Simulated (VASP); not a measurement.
Data:

```yaml
crystal:
  lattice:
    - [0.00000, 1.78664, 1.78664]
    - [1.78664, 0.00000, 1.78664]
    - [1.78664, 1.78664, 0.00000]
  atoms:
    - { symbol: C, position: [0.00000, 0.00000, 0.00000] }
    - { symbol: C, position: [0.25000, 0.25000, 0.25000] }
```

Method: PBE GGA, VASP's PBE PAW potentials (set 64) (plane waves; VASP). Settings: PREC = Normal, EDIFF = 1E-5, 400 eV cut-off, 16×16×16 Γ-centred mesh, Gaussian smearing of 0.050 eV, potentials C.

At this cut-off the stress carries a Pulay error, which pulls relaxed volumes low.

Problem. Give the stress tensor in GPa (positive for a compressed cell).

Solution. 
```
-4.15   0.00   0.00
 0.00  -4.15   0.00
 0.00   0.00  -4.15
```
The pressure is its mean diagonal, -4.15 GPa.

The compound is C in the diamond structure. It was relaxed first.
